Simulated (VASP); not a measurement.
A run of VASP 6.6.1:

INCAR

```
ALGO = Fast
EDIFF = 1E-7
ENCUT = 520
GGA = PE
ISIF = 2
ISMEAR = -1
IVDW = 12
LASPH = T
LCHARG = T
LELF = T
LREAL = Auto
LVHAR = T
LWAVE = F
NBANDS = 64
NELM = 80
PREC = Accurate
SIGMA = 0.02
```

KPOINTS

```
k-points
0
Gamma
  1 1 1
```

File POSCAR:

```
H6C2O
1.0
    7.2936330000      0.0000000000      0.0000000000
    0.0000000000      7.2936330000      0.0000000000
    0.0000000000      0.0000000000      7.2936330000
C O H
8 4 24
Direct
    0.8444927161      0.8966640549      0.0366764584
    0.9273100409      0.9126439392      0.2279266312
    0.3837362620      0.1980449859      0.8438299433
    0.3702800015      0.0218749353      0.9540292737
    0.4249356651      0.4819885029      0.4585942076
    0.4672661083      0.6480796731      0.3419425400
    0.9125347162      0.4193088678      0.7143377507
    0.9122653000      0.4167475564      0.9237384828
    0.9835299014      0.7349070501      0.2932293793
    0.4408011435      0.0463513809      1.1379276752
    0.3361631713      0.7906202083      0.3824269080
    1.0640460411      0.5209050710      0.9916747254
    1.1124190400      0.7483367654      0.3403673536
    1.0459977175      1.0088770399      0.2250908332
    0.8261788518      0.9718618656      0.3272490125
    0.8000950765      1.0317080547     -0.0147342896
    0.9456469553      0.8424301419     -0.0621481564
    0.7265100039      0.8017167733      0.0378101964
    0.5742476869      0.0463098672      1.1292498968
    0.2263952482     -0.0218612004      0.9716938320
    0.4432720957     -0.0924698560      0.8852725662
    0.3274418066      0.1767830433      0.7057366080
    0.3076960532      0.3102083858      0.9109861252
    0.5281750206      0.2402712347      0.8284360918
    0.3694054980      0.8944235517      0.3005723758
    0.6073495707      0.6989308231      0.3707576739
    0.4602636025      0.6118422419      0.1948474528
    0.5268724151      0.3739531552      0.4338127371
    0.4272851030      0.5180149553      0.6049678852
    0.2889549195      0.4265143230      0.4251482434
    1.0278080185      0.5821862542      1.1072401807
    0.7809295068      0.4716735435      0.9759817863
    0.9233304546      0.2731560033      0.9736861087
    0.8003087971      0.3332180548      0.6600709754
    0.8948357749      0.5596457717      0.6605532095
    1.0433769157      0.3660466810      0.6620350259
```

Potentials or basis: VASP PAW PBE potentials, release 64 (C, O, H).

Launch:

```sh
$ cat potpaw_PBE.64/C/POTCAR potpaw_PBE.64/O/POTCAR potpaw_PBE.64/H/POTCAR > POTCAR
$ mpirun -np 1 vasp_gam > vasp.out
```

Hardware: 1 thread of Intel(R) Xeon(R) Platinum 8259CL CPU @ 2.50GHz (Skylake/Cascade Lake), on a shared host.

Question: How long does it take, and how much memory?

Answer: Run time: 100 s on 1 thread of Intel(R) Xeon(R) Platinum 8259CL CPU @ 2.50GHz (Skylake/Cascade Lake), on a shared host, peak memory 0.38 GiB. Counts: scf iterations 19, k points 1.
